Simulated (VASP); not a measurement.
The input files of a VASP run:

File POSCAR:
```
CsI
1
    4.5167994342     0.0000000000     0.0000000000
    0.0000000000     4.5167994342     0.0000000000
    0.0000000000     0.0000000000     4.5167994342
Cs I
1 1
Direct
  0.0000000000   0.0000000000   0.0000000000
  0.5000000000   0.5000000000   0.5000000000
```

INCAR:
```
# general
SYSTEM   =  CsI
PREC     =  Accurate
ENCUT    =  520
LREAL    =  .FALSE.
LASPH    =  .TRUE.

# electronic loop
EDIFF    =  1E-7
NELM     =  100
ALGO     =  Normal
LMAXMIX  =  4

# smearing
ISMEAR   =  0
SIGMA    =  0.05

# functional
GGA      =  PS

# ions
ISIF     =  2

# output
LWAVE    =  .FALSE.
LCHARG   =  .FALSE.
```

File KPOINTS:
```
Automatic mesh
0
Gamma
6 6 6
0 0 0
```

POTCAR, in this order: Cs_sv I (PBE.64 set). Program: vasp_std.

Q: Write an equivalent input for Ansatz.

A: One equivalent input (not run):
Ansatz 0.2 input:
```yaml
crystal:
  lattice:
    - [4.5167994, 0.0000000, 0.0000000]
    - [0.0000000, 4.5167994, 0.0000000]
    - [0.0000000, 0.0000000, 4.5167994]
  atoms:
    - { symbol: Cs, position: [0.0000000, 0.0000000, 0.0000000] }
    - { symbol: I, position: [0.5000000, 0.5000000, 0.5000000] }
kpoints:
  mp_grid: { grid: [6, 6, 6] }
hamiltonian:
  xc: pbesol
  pseudopotentials: { kind: paw }
scf:
  occupations: { method: gaussian, width: 0.05 }
  max_iter: 100
output: { forces: true, stress: true, eigenvalues: true }
```
The two are equivalent in intent, not identical: each code has its own PAW files, so the cut-off isn't converted (ENCUT is set for VASP's; basis.ecutwfc is left out, and Ansatz then takes the one that its files recommend); Ansatz stops its SCF on the density residual and VASP on the energy change (EDIFF).

The compound is CsI in the CsCl type structure. It was relaxed first.
